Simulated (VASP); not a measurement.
Data:

```
CELL_PARAMETERS angstrom
      1.90081    -3.29230     0.00000
      1.90081     3.29230     0.00000
      0.00000     0.00000     5.95217
ATOMIC_POSITIONS crystal
  Sn 0.00000 0.00000 0.00000
  Se 0.33333 0.66667 0.26489
  Se 0.66667 0.33333 0.73511
```

Method: PBE GGA with D4 dispersion, VASP's PBE PAW potentials (set 64) (plane waves; VASP). Run with 520 eV cut-off, 7×7×4 Γ-centred mesh, Gaussian smearing of 0.050 eV, potentials Sn_d Se.

The ions and cell shape at fixed volume are relaxed. What does this cell relax into?

```
CELL_PARAMETERS angstrom
      1.91503    -3.31693     0.00000
      1.91503     3.31693     0.00000
      0.00000     0.00000     5.86409
ATOMIC_POSITIONS crystal
  Sn 0.00000 0.00000 0.00000
  Se 0.33333 0.66667 0.27146
  Se 0.66667 0.33333 0.72854
```
Space group P-3m1 (164), at a tolerance of 0.03 Å.

How much energy does the relaxation gain?

The energy (σ→0) changes by -3.3 meV/atom, in 5 ionic steps.

The compound is SnSe2 in the 1T layered structure. This cell is one point of a volume scan, at 0.97 of the reference volume. Symmetry was kept, so distortions that lower it aren't found.
